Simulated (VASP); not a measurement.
```xyz
1
Lattice="-2.5792 2.5792 2.5792 2.5792 -2.5792 2.5792 2.5792 2.5792 -2.5792" Properties=species:S:1:pos:R:3 pbc="T T T"
K      0.0000     0.0000     0.0000
```

All values below come from optB88-vdW, VASP's PBE PAW potentials (set 64) (plane waves; VASP). Settings: 520 eV cut-off, Gaussian smearing of 0.050 eV, potentials K_sv.

Q: Give the energies of bands 5 to 7 at the high-symmetry points, in eV from the Fermi level.

A: 
| band | Γ | H | N | P |
|---|---|---|---|---|
| 5 | -2.30 | 1.58 | 0.38 | 1.47 |
| 6 | 4.22 | 1.58 | 0.72 | 1.47 |
| 7 | 4.22 | 3.64 | 3.09 | 1.47 |

It has no gap at this level: it comes out as a metal or semimetal.

The compound is K in the bcc structure. It was relaxed first, which changed the volume by -7 %.
